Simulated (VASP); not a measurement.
All values below come from LDA (Ceperley-Alder, Perdew-Zunger), VASP's LDA PAW potentials (set 64) (plane waves; VASP).

The input files of a VASP run:

KPOINTS:
```
Automatic
0
G
  4 4 4
0.5 0.5 0.5
```

**INCAR**
```
SYSTEM = Hf
PREC = Accurate
ENCUT = 300
EDIFF = 1E-6
NELM = 100
ALGO = Normal
LREAL = .FALSE.
LASPH = .TRUE.
ISMEAR = 0
SIGMA = 0.272
LMAXMIX = 6
LWAVE = .FALSE.
LCHARG = .FALSE.
ISIF = 2
```

File POSCAR:
```
Hf
1.0
  3.1923800000   0.0000000000   0.0000000000
 -1.5961900000   2.7646820000   0.0000000000
  0.0000000000   0.0000000000   5.0450400000
Hf
2
Cartesian
  0.0322031332   1.8290555529   1.2803100710
  1.5639868668   0.9356264471   3.7647299290
```

POTCAR, in this order: Hf_pv (LDA.64 set). Program: vasp_std.

The run wrote:

### OUTCAR
```
 ion  position               nearest neighbor table
   1  0.341  0.662  0.254-   2 3.05   2 3.11   2 3.11   2 3.12   2 3.17   2 3.18
   2  0.659  0.338  0.746-   1 3.05   1 3.11   1 3.11   1 3.12   1 3.17   1 3.18
  LATTYP: Found a hexagonal cell.
 ALAT       =     3.1923800000
 C/A-ratio  =     1.5803381803
 Subroutine PRICEL returns:
 Original cell was already a primitive cell.
 Subroutine GETGRP returns: Found  2 space group operations
The static configuration has the point symmetry S_2 .
The dynamic configuration has the point symmetry S_2 .
 Subroutine INISYM returns: Found  2 space group operations
 Subroutine IBZKPT returns following result:
 Found     96 irreducible k-points:

 Following reciprocal coordinates:
            Coordinates               Weight
  0.125000  0.125000  0.125000      2.000000
 -0.125000  0.250000  0.125000      2.000000
 -0.250000  0.125000  0.125000      2.000000
 -0.125000 -0.125000  0.125000      2.000000
  0.125000 -0.250000  0.125000      2.000000
  0.250000 -0.125000  0.125000      2.000000
  0.375000  0.125000  0.125000      2.000000
 -0.125000  0.500000  0.125000      2.000000
  0.500000  0.375000  0.125000      2.000000
 -0.375000 -0.125000  0.125000      2.000000
  0.125000  0.500000  0.125000      2.000000
  0.500000 -0.375000  0.125000      2.000000
 -0.375000  0.500000 -0.125000      2.000000
  0.125000  0.375000 -0.125000      2.000000
  0.500000 -0.125000 -0.125000      2.000000
  0.375000  0.500000 -0.125000      2.000000
 -0.125000 -0.375000 -0.125000      2.000000
  0.500000  0.125000 -0.125000      2.000000
 -0.375000  0.125000  0.125000      2.000000
 -0.125000 -0.250000  0.125000      2.000000
  0.250000 -0.375000  0.125000      2.000000
  0.375000 -0.125000  0.125000      2.000000
  0.125000  0.250000  0.125000      2.000000
...
```

**OSZICAR**
```
       N       E                     dE             d eps       ncg     rms          rms(c)
DAV:   1     0.303533946184E+02    0.30353E+02   -0.90038E+03  2880   0.898E+02
DAV:   2    -0.207322415969E+02   -0.51086E+02   -0.50035E+02  3426   0.206E+02
DAV:   3    -0.221110446527E+02   -0.13788E+01   -0.13519E+01  3612   0.249E+01
DAV:   4    -0.221230421916E+02   -0.11998E-01   -0.11987E-01  3198   0.288E+00
DAV:   5    -0.221232357508E+02   -0.19356E-03   -0.19353E-03  3682   0.294E-01    0.658E+01
DAV:   6    -0.215442779706E+02    0.57896E+00   -0.54514E-01  2868   0.536E+00    0.384E+01
DAV:   7    -0.213459353806E+02    0.19834E+00   -0.82116E-01  2934   0.631E+00    0.190E+00
DAV:   8    -0.213365283141E+02    0.94071E-02   -0.44964E-02  3006   0.162E+00    0.512E-01
DAV:   9    -0.213365815808E+02   -0.53267E-04   -0.16269E-03  3768   0.319E-01    0.217E-01
DAV:  10    -0.213365754461E+02    0.61347E-05   -0.47827E-05  3090   0.547E-02    0.942E-02
DAV:  11    -0.213365750553E+02    0.39079E-06   -0.39372E-06  3456   0.121E-02
   1 F= -.21336575E+02 E0= -.21300209E+02  d E =-.727320E-01
```

**OUTCAR**
```
------------------------ aborting loop because EDIFF is reached ----------------------------------------
  FORCE on cell =-STRESS in cart. coord.  units (eV):
  Direction    XX          YY          ZZ          XY          YZ          ZX
  --------------------------------------------------------------------------------------
  Total       -2.1228272     -2.2530593     -1.5225206     -0.1411053     -0.0107179      0.0230065
  in kB      -76.3837267    -81.0697498    -54.7834488     -5.0772618     -0.3856538      0.8278219
  external PRESSURE =     -70.7456417 kB  Pullay stress =       0.0000000 kB
  volume of cell :       44.53
      direct lattice vectors                 reciprocal lattice vectors
     3.192380000  0.000000000  0.000000000     0.313245917  0.180852626  0.000000000
    -1.596190000  2.764682000  0.000000000     0.000000000  0.361705252  0.000000000
     0.000000000  0.000000000  5.045040000     0.000000000  0.000000000  0.198214484
 POSITION                                       TOTAL-FORCE (eV/Angst)
 -----------------------------------------------------------------------------------
      0.03220      1.82906      1.28031        -0.096501      0.043979     -0.080905
      1.56399      0.93563      3.76473         0.096501     -0.043979      0.080905
 -----------------------------------------------------------------------------------
    total drift:                               -0.000000      0.000000     -0.000000
  FREE ENERGIE OF THE ION-ELECTRON SYSTEM (eV)
  ---------------------------------------------------
  free  energy   TOTEN  =       -21.3365750553 eV

  energy  without entropy=      -21.2638430845  energy(sigma->0) =      -21.30020907
```
(Selected blocks of OUTCAR.)

At this cut-off the stress carries a Pulay error, which pulls relaxed volumes low.

The structure comes from a computed database's Hf entry; how it stands against other phases isn't given here. The cell was not relaxed at this level, atoms are displaced from their ideal sites. The k-mesh is coarse (spacing up to 0.57 per Å, 2π included), so the numbers may not be converged in it. The run is one of a series of settings (KPOINTS 4×4×4 Γ-centred mesh shifted by (0.5, 0.5, 0.5) against the base run), some of them coarse on purpose.
